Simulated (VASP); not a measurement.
Crystal: LiY.

```xyz
4
Lattice="3.6939 0.0000 0.0000 -1.8470 3.1990 0.0000 0.0000 0.0000 6.0652" Properties=species:S:1:pos:R:3 pbc="T T T"
Li    0.0000    2.1327    0.0000
Li    1.8470    1.0663    3.0326
Y     0.0000    2.1327    2.3351
Y     1.8470    1.0663    5.3677
```

The cell was built by a generator and needn't be a form met in nature.

```yaml
Program: VASP 6.6.1
Task: relaxation of cell and atoms
Functional: PBE
Potentials_or_basis: VASP PAW PBE potentials, release 64 (Li_sv, Y_sv)
Cutoff: 600 eV
k_mesh: 8 × 8 × 5
Occupations: methfessel-paxton, width 0.1 eV
Spin: no spin polarisation
```

At the start: pressure 22.7 GPa; volume 17.92 Å³/atom.

How do energy, volume and symmetry change on relaxing?

Over 22 steps the energy falls by 1360.0 meV/atom and the volume is 25.72 Å³/atom (+43.5 %); space group P6_3mc (No. 186, to 0.05 Å).

Step by step:
| step | energy change (eV) | largest force (eV/Å) | pressure (GPa) | volume (Å³) |
| --- | --- | --- | --- | --- |
| 1 | 0.0000 | 0.4763 | 22.71 | 71.67 |
| 2 | -2.4193 | 0.2793 | 6.13 | 101.37 |
| 3 | -2.8523 | 0.0078 | 0.37 | 123.44 |
| 4 | -2.8543 | 0.0086 | 0.03 | 125.17 |
| 5 | -2.8532 | 0.0203 | -0.23 | 126.45 |
| 6 | -2.8577 | 0.0814 | -0.04 | 125.50 |
| 7 | -2.8586 | 0.1491 | 0.09 | 124.87 |
| 8 | -2.8634 | 0.1972 | 0.13 | 124.57 |
| 9 | -2.8877 | 0.3373 | 0.24 | 123.62 |
| 10 | -2.9852 | 0.5945 | 0.37 | 121.60 |
| 11 | -3.3710 | 0.9442 | 0.43 | 117.10 |
| 12 | -4.5240 | 0.9587 | 0.83 | 106.49 |
| 13 | -4.5809 | 0.1420 | 9.50 | 80.77 |
| 14 | -5.2879 | 0.3129 | 3.21 | 94.05 |
| 15 | -5.2876 | 0.2148 | 4.16 | 91.26 |
| 16 | -5.2739 | 0.1855 | 4.48 | 90.43 |
| 17 | -5.3690 | 0.0930 | 2.73 | 94.57 |
| 18 | -5.4251 | 0.1208 | -0.98 | 106.42 |
| 19 | -5.4375 | 0.0640 | 0.01 | 102.81 |
| 20 | -5.4375 | 0.0597 | 0.08 | 102.55 |
| 21 | -5.4391 | 0.0343 | 0.06 | 102.68 |
| 22 | -5.4399 | 0.0017 | 0.05 | 102.86 |

Final structure:
```xyz
4
Lattice="3.3956 0.0000 0.0000 -1.6978 2.9407 0.0000 0.0000 0.0000 10.3013" Properties=species:S:1:pos:R:3 pbc="T T T"
Li    0.0000    1.9604    0.5979
Li    1.6978    0.9802    5.7486
Y     0.0000    1.9604    3.3681
Y     1.6978    0.9802    8.5188
```

Caveat: the cutoff is under 1.25 times the usual one of these potentials, so pressure, stress and relaxed cells hold a basis-set (Pulay) error; the volume moved by over 15 % at a fixed basis, so the end points are rough.
